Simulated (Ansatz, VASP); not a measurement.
# Al2O3 (Al2O3 (R-3c)): VASP beside Ansatz, part 2 of 2

Aim: how closely do two programs agree when they are given the same cell, functional and k mesh? The structure shown is the start of the Ansatz relaxation below; VASP solves that cell, so the two are compared at the walk's first step.

VASP 6.6.1 and Ansatz 0.2.0.

So far: The starting structure; Ansatz: relaxation, PBE0.

### 3. VASP: single point, PBE0, start cell

Level of this step: PBE0; plane waves and PAW (Al, O) (VASP).

The same cell, functional and mesh now go to VASP, with its own data sets.

Lines of VASP's logs that name or quote its potential files are left out, and so is its time.

The run reads the wave functions of an earlier VASP run, which isn't shown here.

INCAR

```
SYSTEM = Al2O3
PREC = Accurate
ENCUT = 520
EDIFF = 1E-06
NELM = 100
ISMEAR = 0
SIGMA = 0.01
LREAL = Auto
ALGO = Normal
LHFCALC = .TRUE.
AEXX = 0.25
GGA = PE
LASPH = .TRUE.
NBANDS = 93
PRECFOCK = Fast
LORBIT = 11
LWAVE = .FALSE.
LCHARG = .FALSE.
ISIF = 2
```

POSCAR

```
Al2O3
1.0
    4.8085600700      0.0000000000      0.0000000000
   -2.4042800300      4.1643351700      0.0000000000
    0.0000000000      0.0000000000     13.1248717600
Al O
12 18
Direct
    0.0000000000      0.0000000000      0.6478539490
    0.3333065040      0.6666130094      0.3145173588
    0.6665950152      0.3333065047      0.9811905393
    0.0000000000      0.0000000000      0.8521226115
    0.3333065040      0.6666130094      0.5187860213
    0.6665950152      0.3333065047      0.1854494310
    0.0000000000      0.0000000000      0.1478871592
    0.3333065040      0.6666130094      0.8145603397
    0.6665950152      0.3333065047      0.4812237495
    0.0000000000      0.0000000000      0.3521558217
    0.3333065040      0.6666130094      0.0188192315
    0.6665950152      0.3333065047      0.6854924120
    0.0271857572      0.6666130094      0.4166897856
    0.3604742684      0.3333065047      0.0833531954
    0.6937627796      0.0000000000      0.7500263759
    0.0271604704      0.3604416885      0.9166565754
    0.3604489816      0.0271351837      0.5833199851
    0.6937554857      0.6937481932      0.2499833949
    0.3061460336      0.3061713210      0.7500263759
    0.6394525376      0.9727843304      0.4166897856
    0.9727410489      0.6394778257      0.0833531954
    0.9999927061      0.6937481932      0.7500263759
    0.3332812173      0.3604416885      0.4166897856
    0.6665697285      0.0271351837      0.0833531954
    0.0000252867      0.3061713210      0.2499833949
    0.3333317908      0.9727843304      0.9166565754
    0.6666203020      0.6394778257      0.5833199851
    0.3061207469      0.0000000000      0.2499833949
    0.6394272509      0.6666130094      0.9166565754
    0.9727157621      0.3333065047      0.5833199851
```

KPOINTS

```
Automatic mesh
0
Gamma
2 2 1
0 0 0
```

PAW data sets: Al and O (PBE family, release 64).

Command:

```bash
export OMP_NUM_THREADS=3
mpirun -np 1 vasp_std
```

Numbers of over 12 decimals in the logs are rounded to 6 here.

What it wrote:

```text
[banner, memory and clock lines left out]
running    1 mpi-ranks, on    1 nodes
 distrk:  each k-point on    1 cores,    1 groups
 distr:  one band on    1 cores,    1 groups
 Offloading initialized ...    1 GPUs detected
 POSCAR found type information on POSCAR AlO
 POSCAR found :  2 types and      30 ions
 LDA part: xc-table for (Slater+PW92), standard interpolation
 found WAVECAR, reading the header
 POSCAR, INCAR and KPOINTS ok, starting setup
 FFT: planning ... GRIDC
 FFT: planning ... GRID_SOFT
 FFT: planning ... GRID
 reading WAVECAR
 the WAVECAR file was read successfully
 initial charge from wavefunction
 entering main loop
       N       E                     dE             d eps       ncg     rms          rms(c)
DAV:   1    -0.284605406889E+03   -0.28461E+03   -0.63435E+00   928   0.854E+00    0.235E+01
DAV:   2    -0.284671063845E+03   -0.65657E-01   -0.21115E-01   960   0.153E+00    0.183E+01
DAV:   3    -0.284659756539E+03    0.11307E-01   -0.11903E-02   856   0.357E-01    0.119E+01
DAV:   4    -0.284656337907E+03    0.34186E-02   -0.27777E-03   888   0.168E-01    0.726E+00
DAV:   5    -0.284655189684E+03    0.11482E-02   -0.41591E-04   864   0.784E-02    0.434E+00
DAV:   6    -0.284654779265E+03    0.41042E-03   -0.14722E-04   867   0.551E-02    0.257E+00
DAV:   7    -0.284654646228E+03    0.13304E-03   -0.51780E-05   870   0.327E-02    0.150E+00
DAV:   8    -0.284654602890E+03    0.43338E-04   -0.15842E-05   857   0.168E-02    0.876E-01
DAV:   9    -0.284654589203E+03    0.13687E-04   -0.56064E-06   814   0.945E-03    0.509E-01
DAV:  10    -0.284654585210E+03    0.39932E-05   -0.19135E-06   582   0.603E-03    0.299E-01
DAV:  11    -0.284654584253E+03    0.95673E-06   -0.85126E-07   545   0.421E-03
   1 F= -.28465458E+03 E0= -.28465458E+03  d E =-.131455E-83
```

From OUTCAR (step 3):

```text
ion  position               nearest neighbor table
   1  0.000  0.000  0.648-  17 1.87  27 1.87  30 1.87  19 1.99  15 1.99  22 1.99   4 2.68  12 2.82
                            12 2.82  12 2.82   5 3.25   5 3.25   5 3.25
   2  0.333  0.667  0.315-  25 1.87  18 1.87  28 1.87  13 1.99  23 1.99  20 1.99   5 2.68  10 2.82
                            10 2.82  10 2.82   6 3.25   6 3.25   6 3.25
   3  0.667  0.333  0.981-  29 1.87  26 1.87  16 1.87  14 1.99  24 1.99  21 1.99   6 2.68  11 2.82
                            11 2.82  11 2.82   4 3.25   4 3.25   4 3.25
   4  0.000  0.000  0.852-  16 1.87  26 1.87  29 1.87  19 1.99  15 1.99  22 1.99   1 2.68   8 2.82
                             8 2.82   8 2.82   3 3.25   3 3.25   3 3.25
   5  0.333  0.667  0.519-  27 1.87  17 1.87  30 1.87  13 1.99  23 1.99  20 1.99   2 2.68   9 2.82
                             9 2.82   9 2.82   1 3.25   1 3.25   1 3.25
   6  0.667  0.333  0.185-  18 1.87  28 1.87  25 1.87  14 1.99  24 1.99  21 1.99   3 2.68   7 2.82
                             7 2.82   7 2.82   2 3.25   2 3.25   2 3.25
   7  0.000  0.000  0.148-  14 1.87  21 1.87  24 1.87  28 1.99  25 1.99  18 1.99  10 2.68   6 2.82
                             6 2.82   6 2.82  11 3.25  11 3.25  11 3.25
   8  0.333  0.667  0.815-  19 1.87  22 1.87  15 1.87  29 1.99  16 1.99  26 1.99  11 2.68   4 2.82
                             4 2.82   4 2.82  12 3.25  12 3.25  12 3.25
   9  0.667  0.333  0.481-  23 1.87  20 1.87  13 1.87  30 1.99  27 1.99  17 1.99  12 2.68   5 2.82
                             5 2.82   5 2.82  10 3.25  10 3.25  10 3.25
  10  0.000  0.000  0.352-  23 1.87  20 1.87  13 1.87  28 1.99  25 1.99  18 1.99   7 2.68   2 2.82
                             2 2.82   2 2.82   9 3.25   9 3.25   9 3.25
  11  0.333  0.667  0.019-  14 1.87  24 1.87  21 1.87  29 1.99  16 1.99  26 1.99   8 2.68   3 2.82
                             3 2.82   3 2.82   7 3.25   7 3.25   7 3.25
  12  0.667  0.333  0.685-  19 1.87  15 1.87  22 1.87  30 1.99  27 1.99  17 1.99   9 2.68   1 2.82
                             1 2.82   1 2.82   8 3.25   8 3.25   8 3.25
  13  0.027  0.667  0.417-   9 1.87  10 1.87   5 1.99   2 1.99
  14  0.360  0.333  0.083-   7 1.87  11 1.87   6 1.99   3 1.99
  15  0.694  0.000  0.750-  12 1.87   8 1.87   4 1.99   1 1.99
  16  0.027  0.360  0.917-   4 1.87   3 1.87   8 1.99  11 1.99
  17  0.360  0.027  0.583-   1 1.87   5 1.87   9 1.99  12 1.99
  18  0.694  0.694  0.250-   6 1.87   2 1.87   7 1.99  10 1.99
  19  0.306  0.306  0.750-   8 1.87  12 1.87   4 1.99   1 1.99
  20  0.639  0.973  0.417-  10 1.87   9 1.87   5 1.99   2 1.99
  21  0.973  0.639  0.083-   7 1.87  11 1.87   6 1.99   3 1.99
  22  1.000  0.694  0.750-   8 1.87  12 1.87   4 1.99   1 1.99
  23  0.333  0.360  0.417-  10 1.87   9 1.87   5 1.99   2 1.99
  24  0.667  0.027  0.083-  11 1.87   7 1.87   6 1.99   3 1.99
  25  0.000  0.306  0.250-   2 1.87   6 1.87   7 1.99  10 1.99
  26  0.333  0.973  0.917-   3 1.87   4 1.87   8 1.99  11 1.99
  27  0.667  0.639  0.583-   5 1.87   1 1.87   9 1.99  12 1.99
  28  0.306  0.000  0.250-   6 1.87   2 1.87   7 1.99  10 1.99
  29  0.639  0.667  0.917-   3 1.87   4 1.87   8 1.99  11 1.99
  30  0.973  0.333  0.583-   5 1.87   1 1.87   9 1.99  12 1.99

  LATTYP: Found a hexagonal cell.
 ALAT       =     4.8085600700
 C/A-ratio  =     2.7294806697

 Subroutine GETGRP returns: Found  1 space group operations
 (whereof  1 operations were pure point group operations)

The static configuration has the point symmetry C_1 .

 Found      4 irreducible k-points:

   k-points           NKPTS =      4   k-points in BZ     NKDIM =      4   number of bands    NBANDS=     93

   dimension x,y,z NGX =    36 NGY =   36 NGZ =   98
   dimension x,y,z NGXF=    72 NGYF=   72 NGZF=  196

   ENCUT  =  520.0 eV  38.22 Ry    6.18 a.u.   8.94  8.94 24.40*2*pi/ulx,y,z

   NELECT =     144.0000    total number of electrons

 k-points in reciprocal lattice and weights: Automatic mesh
   0.00000000  0.00000000  0.00000000       0.250
   0.50000000  0.00000000  0.00000000       0.250
   0.00000000  0.50000000  0.00000000       0.250
   0.50000000  0.50000000  0.00000000       0.250

  exchange ACFDT corr.  =         0.00000000  see jH, gK, PRB 81, 115126

 average (electrostatic) potential at core
       1 -67.6593       2 -67.6577       3 -67.6579       4 -67.6564       5 -67.6553
       6 -67.6551       7 -67.6558       8 -67.6543       9 -67.6553      10 -67.6587
      11 -67.6579      12 -67.6574      13 -60.7926      14 -60.7939      15 -60.7924
      16 -60.7930      17 -60.7932      18 -60.7929      19 -60.7947      20 -60.7927
      21 -60.7928      22 -60.7927      23 -60.7940      24 -60.7927      25 -60.7932
      26 -60.7929      27 -60.7936      28 -60.7934      29 -60.7934      30 -60.7926

 E-fermi :   4.2642

 k-point     1 :       0.0000    0.0000    0.0000
  band No.  band energies     occupation
    ...
     68       3.9044      2.00000
     69       3.9046      2.00000
     70       4.0632      2.00000
     71       4.0633      2.00000
     72       4.1276      2.00000
     73      12.5877      0.00000
     74      14.1951      0.00000
     75      14.1952      0.00000
     76      15.7099      0.00000
     77      15.7104      0.00000
    ...

 k-point     2 :       0.5000    0.0000    0.0000
  band No.  band energies     occupation
    ...
     68       3.6842      2.00000
     69       3.6847      2.00000
     70       3.7764      2.00000
     71       3.7765      2.00000
     72       3.8243      2.00000
     73      15.7993      0.00000
     74      15.8000      0.00000
     75      15.9944      0.00000
     76      15.9949      0.00000
     77      16.2916      0.00000
    ...

 k-point     3 :       0.0000    0.5000    0.0000
  band No.  band energies     occupation
    ...
     68       3.6843      2.00000
     69       3.6847      2.00000
     70       3.7764      2.00000
     71       3.7765      2.00000
     72       3.8238      2.00000
     73      15.7998      0.00000
     74      15.8005      0.00000
     75      15.9943      0.00000
     76      15.9946      0.00000
     77      16.2926      0.00000
    ...

  Total      -13.8616664    -13.8518323    -13.5933116      0.0108535      0.0045648     -0.0005792
  in kB      -84.5026317    -84.4426816    -82.8667036      0.0661643      0.0278275     -0.0035309
  external PRESSURE =     -83.9373390 kB  Pullay stress =       0.0000000 kB

  energy-cutoff  :      520.00
  volume of cell :      262.82
      direct lattice vectors                 reciprocal lattice vectors
     4.808560070  0.000000000  0.000000000     0.207962464  0.120067184 -0.000000000
    -2.404280030  4.164335170  0.000000000     0.000000000  0.240134369  0.000000000
     0.000000000  0.000000000 13.124871760     0.000000000 -0.000000000  0.076191221

 POSITION                                       TOTAL-FORCE (eV/Angst)
 -----------------------------------------------------------------------------------
      0.00000      0.00000      8.50300        -0.004234     -0.001665      0.016956
     -0.00000      2.77600      4.12800        -0.001660      0.003376      0.012210
      2.40400      1.38800     12.87800         0.004604     -0.001117      0.016653
      0.00000      0.00000     11.18400        -0.000803     -0.004144     -0.014326
     -0.00000      2.77600      6.80900        -0.004257      0.001591     -0.015863
      2.40400      1.38800      2.43400         0.002920     -0.000311     -0.010254
      0.00000      0.00000      1.94100        -0.004148     -0.001954      0.014494
     -0.00000      2.77600     10.69100        -0.000984      0.001912      0.011557
      2.40400      1.38800      6.31600         0.004849     -0.000863      0.015824
      0.00000      0.00000      4.62200        -0.001017     -0.004202     -0.017180
     -0.00000      2.77600      0.24700        -0.003966      0.001820     -0.016758
      2.40400      1.38800      8.99700         0.004137      0.000239     -0.012585
     -1.47200      2.77600      5.46900         0.021934      0.002548     -0.003316
      0.93200      1.38800      1.09400         0.024858      0.000574     -0.009682
      3.33600      0.00000      9.84400         0.038670     -0.001660     -0.005787
     -0.73600      1.50100     12.03100         0.009068      0.025634      0.011651
      1.66800      0.11300      7.65600         0.012055      0.024803      0.002119
      1.66800      2.88900      3.28100         0.016431      0.033979      0.007510
      0.73600      1.27500      9.84400        -0.015259     -0.032683     -0.007678
      0.73600      4.05100      5.46900        -0.011225     -0.023541     -0.003291
      3.14000      2.66300      1.09400        -0.008066     -0.024662     -0.010926
      3.14056      2.88900      9.84400        -0.023329      0.033384     -0.006361
      0.73600      1.50100      5.46900        -0.013098      0.025002     -0.000566
      3.14000      0.11300      1.09400        -0.009647      0.023878     -0.006648
     -0.73600      1.27500      3.28100         0.012142     -0.031071      0.003870
     -0.73600      4.05100     12.03100         0.010407     -0.022798      0.008258
      1.66800      2.66300      7.65600         0.014622     -0.023251      0.002843
      1.47200      0.00000      3.28100        -0.030319     -0.004213      0.007318
      1.47200      2.77600     12.03100        -0.023792      0.000890      0.007688
      3.87600      1.38800      7.65600        -0.020894     -0.001492      0.002272
 -----------------------------------------------------------------------------------
    total drift:                                0.002135      0.002069     -0.000910

  FREE ENERGIE OF THE ION-ELECTRON SYSTEM (eV)
  ---------------------------------------------------
  free  energy   TOTEN  =      -284.6545842535 eV

  energy  without entropy=     -284.6545842535  energy(sigma->0) =     -284.65458425

 total charge
# of ion       s       p       d       tot
------------------------------------------
    1        0.343   0.392   0.000   0.736
    2        0.343   0.393   0.000   0.736
    3        0.343   0.393   0.000   0.736
    4        0.343   0.393   0.000   0.736
    5        0.343   0.393   0.000   0.736
    6        0.343   0.393   0.000   0.736
    7        0.343   0.393   0.000   0.736
    8        0.343   0.393   0.000   0.736
    9        0.343   0.393   0.000   0.736
   10        0.343   0.393   0.000   0.736
   11        0.343   0.393   0.000   0.736
   12        0.343   0.393   0.000   0.736
   13        1.551   3.650   0.000   5.201
   14        1.551   3.650   0.000   5.201
   15        1.551   3.650   0.000   5.201
   16        1.551   3.650   0.000   5.201
   17        1.551   3.650   0.000   5.201
   18        1.551   3.650   0.000   5.201
   19        1.551   3.650   0.000   5.201
   20        1.551   3.650   0.000   5.201
   21        1.551   3.650   0.000   5.201
   22        1.551   3.650   0.000   5.201
   23        1.551   3.650   0.000   5.201
   24        1.551   3.650   0.000   5.201
   25        1.551   3.650   0.000   5.201
   26        1.551   3.650   0.000   5.201
   27        1.551   3.650   0.000   5.201
   28        1.551   3.650   0.000   5.201
   29        1.551   3.650   0.000   5.201
   30        1.551   3.650   0.000   5.201
--------------------------------------------------
tot         32.034  70.416   0.000 102.450

[... 1 further part left out ...]
```

The run ends at a pressure of -8.39 GPa, with forces up to 0.041 eV/Å.

### 4. Differences

Known differences besides the potentials themselves: exact exchange at q = 0 is treated differently, which shows on coarse meshes; VASP keeps PBE cores, Ansatz makes them for the functional; fixed occupations in Ansatz, narrow Gaussian smearing in VASP; the cutoff is 420 eV in Ansatz and 520 eV in VASP (PREC = Accurate, projectors in real space); VASP takes a coarser grid for exact exchange (PRECFOCK = Fast). Total energies have different zeros and are not compared.

At this near-relaxed geometry the largest component of a force difference is 17 meV/Å.

### 5. Outcome

| Quantity | Value |
| --- | --- |
| r.m.s. force difference (single point, PBE0, start cell) | 6.5 meV/Å |

**Reading.** The r.m.s. force difference is 6.5 meV/Å (single point, PBE0, start cell), within the 12 meV/Å picked in this series as the mark of a large difference. 1 further run of this series is not shown here. How closely two codes agree says nothing of how well the functional describes the real material.

[Lines on the potential files, build, host, timing and source positions are cut from VASP's logs without a mark.]

[Logs are printed without paths, hosts, clocks, repeated set-up lines and the standing remarks that a program may print on its own settings, such as how far it seeks lower states.]

[Hosts, paths, dates, database ids (printed as entryN), source tags and the programs' standing remarks are cut or masked in the printed files.]
